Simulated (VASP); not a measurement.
Given:

```
V
1.0
   -1.49145     1.49145     1.49145
    1.49145    -1.49145     1.49145
    1.49145     1.49145    -1.49145
V
1
Cartesian
  0.00000   0.00000   0.00000
```

Level of theory: optB88-vdW, VASP's PBE PAW potentials (set 64) (plane waves; VASP 6.6.1). Numerical set-up: 520 eV cut-off, 19×19×19 Γ-centred mesh, tetrahedra with Blöchl corrections, potentials V_sv.

Q: Estimate the energy per atom (σ→0), band gap (on the k-mesh) with the smallest direct gap where there is one.

A: 
```
Property                                                    Result
------------------------  ----------------------------------------
band gap (on the k-mesh)  none (metal, semimetal or under 0.01 eV)
energy per atom (σ→0)                               -5.756 eV/atom
```

Only differences to runs with the same potentials and settings are physical.

The compound is V in the bcc structure. It was relaxed first. The run is not spin-polarised, so no magnetic state was tried.
